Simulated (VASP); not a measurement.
Level of theory: PBEsol GGA, VASP's PBE PAW potentials (set 64) (plane waves; VASP).

Input for VASP

**POSCAR**
```
CdS
1
    3.8570343517     0.0000000000     0.0000000000
   -1.9285171759     3.3402902484    -0.0000000000
    0.0000000000     0.0000000000     6.2945784905
Cd S
2 2
Direct
  0.3333330000   0.6666670000   0.9997707155
  0.6666670000   0.3333330000   0.4997707155
  0.3333330000   0.6666670000   0.3752292845
  0.6666670000   0.3333330000   0.8752292845
```

**INCAR**
```
EDIFFG  =  -0.02
NSW  =  40   ! most ionic steps
ALGO  =  Normal   ! blocked Davidson
ENCUT  =  500   ! plane-wave cut-off (eV)
GGA  =  PS   ! PBEsol
LASPH  =  .TRUE.   ! aspherical one-centre terms
ISIF  =  3   ! ions, shape and volume
EDIFF  =  1E-6
LREAL  =  .FALSE.   ! projection in real space or not
SIGMA  =  0.05   ! width (eV)
ISMEAR  =  0
IBRION  =  2
PREC  =  Accurate
PSTRESS  =  200
NELM  =  100   ! most electronic steps
LMAXMIX  =  4   ! l cut-off of mixed one-centre charges
SYSTEM  =  CdS
LCHARG  =  .FALSE.
LWAVE  =  .FALSE.
```

File KPOINTS:
```
Automatic mesh
0
Gamma
7 7 4
0 0 0
```

POTCAR, in this order: Cd S (PBE.64 set). Program: vasp_std.

Output of the run:

### OUTCAR
```
 ion  position               nearest neighbor table
   1  0.333  0.667  1.000-   4 2.36   4 2.36   4 2.36   3 2.36
   2  0.667  0.333  0.500-   3 2.36   3 2.36   3 2.36   4 2.36
   3  0.333  0.667  0.375-   2 2.36   2 2.36   2 2.36   1 2.36
   4  0.667  0.333  0.875-   1 2.36   1 2.36   1 2.36   2 2.36
  LATTYP: Found a hexagonal cell.
 ALAT       =     3.8570343517
 C/A-ratio  =     1.6319736659
 Subroutine PRICEL returns:
 Original cell was already a primitive cell.
 Subroutine GETGRP returns: Found 12 space group operations
The static configuration has the point symmetry C_3v.
 The point group associated with its full space group is C_6v.
The dynamic configuration has the point symmetry C_3v.
 Subroutine INISYM returns: Found 12 space group operations
 Subroutine IBZKPT returns following result:
 Found     24 irreducible k-points:

 Following reciprocal coordinates:
            Coordinates               Weight
  0.000000  0.000000  0.000000      1.000000
  0.142857  0.000000  0.000000      6.000000
  0.285714 -0.000000  0.000000      6.000000
  0.428571  0.000000  0.000000      6.000000
  0.142857  0.142857  0.000000      6.000000
  0.285714  0.142857  0.000000     12.000000
  0.428571  0.142857  0.000000      6.000000
  0.285714  0.285714  0.000000      6.000000
  0.000000  0.000000  0.250000      2.000000
  0.142857  0.000000  0.250000     12.000000
  0.285714 -0.000000  0.250000     12.000000
  0.428571  0.000000  0.250000     12.000000
  0.142857  0.142857  0.250000     12.000000
  0.285714  0.142857  0.250000     24.000000
  0.428571  0.142857  0.250000     12.000000
  0.285714  0.285714  0.250000     12.000000
  0.000000  0.000000  0.500000      1.000000
  0.142857  0.000000  0.500000      6.000000
  0.285714 -0.000000  0.500000      6.000000
  0.428571  0.000000  0.500000      6.000000
  0.142857  0.142857  0.500000      6.000000
  0.285714  0.142857  0.500000     12.000000
  0.428571  0.142857  0.500000      6.000000
  0.285714  0.285714  0.500000      6.000000
   k-points           NKPTS =     24   k-points in BZ     NKDIM =     24   number of bands    NBANDS=     22
   number of dos      NEDOS =    301   number of ions     NIONS =      4
   total plane-waves  NPLWV =  37632
   dimension x,y,z NGX =    28 NGY =   28 NGZ =   48
   dimension x,y,z NGXF=    56 NGYF=   56 NGZF=   96
   ions per type =               2   2
   PREC   = accura    normal or accurate (medium, high low for compatibility)
   ISTART =      0    job   : 0-new  1-cont  2-samecut
   ICHARG =      2    charge: 1-file 2-atom 10-const
   ISPIN  =      1    spin polarized calculation?
   LNONCOLLINEAR =      F non collinear calculations
   LSORBIT =      F    spin-orbit coupling
   INIWAV =      1    electr: 0-lowe 1-rand  2-diag
   ENCUT  =  500.0 eV  36.75 Ry    6.06 a.u.   7.03  7.03 11.48*2*pi/ulx,y,z
   NELM   =    100;   NELMIN=  2; NELMDL= -5     # of ELM steps
   EDIFF  = 0.1E-05   stopping-criterion for ELM
   LREAL  =      F    real-space projection
   NLSPLINE    = F    spline interpolate recip. space projectors
   LMAXMIX     =    4 max onsite mixed and CHGCAR
   VOSKOWN=      0    Vosko Wilk Nusair interpolation
   EDIFFG = -.2E-01   stopping-criterion for IOM
   NSW    =     40    number of steps for IOM
   NBLOCK =      1;   KBLOCK =     40    inner block; outer block
   IBRION =      2    ionic relax: 0-MD 1-quasi-New 2-CG
   NFREE  =      1    steps in history (QN), initial steepest desc. (CG)
   ISIF   =      3    stress and relaxation
   ISYM   =      2    0-nonsym 1-usesym 2-fastsym
   TEIN   =    0.0    initial temperature
   TEBEG  =    0.0;   TEEND  =   0.0 temperature during run
   SMASS  =  -3.00    Nose mass-parameter (am)
   PSTRESS=  200.0 pullay stress
...
```

### OSZICAR
```
       N       E                     dE             d eps       ncg     rms          rms(c)
DAV:   1     0.259189458390E+03    0.25919E+03   -0.18077E+04  1056   0.151E+03
DAV:   2    -0.437584969054E-01   -0.25923E+03   -0.25326E+03  1146   0.373E+02
DAV:   3    -0.136074129499E+02   -0.13564E+02   -0.13505E+02  1296   0.868E+01
DAV:   4    -0.137418224859E+02   -0.13441E+00   -0.13434E+00  1194   0.871E+00
DAV:   5    -0.137439690619E+02   -0.21466E-02   -0.21464E-02  1302   0.107E+00    0.185E+01
DAV:   6    -0.127256523415E+02    0.10183E+01   -0.24260E+00  1394   0.210E+01    0.133E+01
DAV:   7    -0.127192460366E+02    0.64063E-02   -0.14653E+00  1206   0.771E+00    0.326E+00
DAV:   8    -0.126835821294E+02    0.35664E-01   -0.28237E-01  1292   0.623E+00    0.898E-01
DAV:   9    -0.126834799424E+02    0.10219E-03   -0.28100E-02  1218   0.233E+00    0.218E-01
DAV:  10    -0.126833740244E+02    0.10592E-03   -0.12599E-03  1266   0.475E-01    0.550E-02
DAV:  11    -0.126834256940E+02   -0.51670E-04   -0.24228E-04  1188   0.134E-01    0.231E-02
DAV:  12    -0.126834289462E+02   -0.32522E-05   -0.47296E-05  1376   0.920E-02    0.197E-02
DAV:  13    -0.126834308646E+02   -0.19184E-05   -0.11550E-05  1176   0.456E-02    0.443E-03
DAV:  14    -0.126834308027E+02    0.61956E-07   -0.82305E-07   840   0.785E-03
   1 F= -.25600918E+01 E0= -.25600918E+01  d E =-.256009E+01
```

File OUTCAR:
```
------------------------ aborting loop because EDIFF is reached ----------------------------------------
  FORCE on cell =-STRESS in cart. coord.  units (eV):
  Direction    XX          YY          ZZ          XY          YZ          ZX
  --------------------------------------------------------------------------------------
  Total       10.0743524     10.0743555     10.1374093     -0.0000000      0.0000000     -0.0000000
  in kB      199.0322057    199.0322673    200.2779787     -0.0000000      0.0000000     -0.0000000
  external PRESSURE =      -0.5525161 kB  Pullay stress =     200.0000000 kB
  volume of cell :       81.10
      direct lattice vectors                 reciprocal lattice vectors
     3.857034352  0.000000000  0.000000000     0.259266553  0.149687591  0.000000000
    -1.928517176  3.340290248  0.000000000     0.000000000  0.299375182  0.000000000
     0.000000000  0.000000000  6.294578491     0.000000000  0.000000000  0.158866873
  FREE ENERGIE OF THE ION-ELECTRON SYSTEM (eV)
  ---------------------------------------------------
  free  energy   TOTEN  =       -12.6834308027 eV

  energy  without entropy=      -12.6834308027  energy(sigma->0) =      -12.68343080
  enthalpy is  TOTEN    =        -2.5600918300 eV   P V=       10.1233389726

 reached required accuracy - stopping structural energy minimisation
```
(Selected blocks of OUTCAR.)

OUTCAR:
```
 val. band max:        3.2146640522   @ k =   0.0000   0.0000   0.0000

 cond. band min:       4.7140572964   @ k =   0.0000   0.0000   0.0000


 Fermi energy:         3.4757992386

 k-point     1 :       0.0000    0.0000    0.0000
  band No.  band energies     occupation
      1     -10.6782      2.00000
      2     -10.0109      2.00000
      3      -5.5379      2.00000
      4      -5.5170      2.00000
      5      -5.5170      2.00000
      6      -5.3793      2.00000
      7      -5.3793      2.00000
      8      -4.8094      2.00000
      9      -4.8094      2.00000
     10      -4.6424      2.00000
     11      -4.6424      2.00000
     12      -4.1324      2.00000
     13      -2.7015      2.00000
     14       2.1016      2.00000
     15       2.1017      2.00000
     16       3.1108      2.00000
     17       3.2147      2.00000
     18       3.2147      2.00000
     19       4.7141      0.00000
     20       6.0912      0.00000
     21       9.4553      0.00000
     22       9.4553      0.00000

 k-point     2 :       0.1429    0.0000    0.0000
  band No.  band energies     occupation
      1     -10.5683      2.00000
      2      -9.9632      2.00000
      3      -5.5034      2.00000
      4      -5.4701      2.00000
      5      -5.4630      2.00000
      6      -5.3307      2.00000
      7      -5.3105      2.00000
      8      -4.8424      2.00000
      9      -4.8091      2.00000
     10      -4.7156      2.00000
     11      -4.6304      2.00000
     12      -4.0380      2.00000
     13      -2.5011      2.00000
     14       1.0883      2.00000
     15       1.7441      2.00000
     16       2.0969      2.00000
     17       2.8924      2.00000
     18       3.0054      2.00000
     19       5.6987      0.00000
     20       6.9172      0.00000
     21       8.8042      0.00000
     22       9.8180      0.00000

 k-point     3 :       0.2857   -0.0000    0.0000
  band No.  band energies     occupation
      1     -10.3056      2.00000
...
```

The structure was generated: CdS was put into the wurtzite type (P6_3mc), which need not be its known phase. It was relaxed first under an external pressure of 20 GPa.
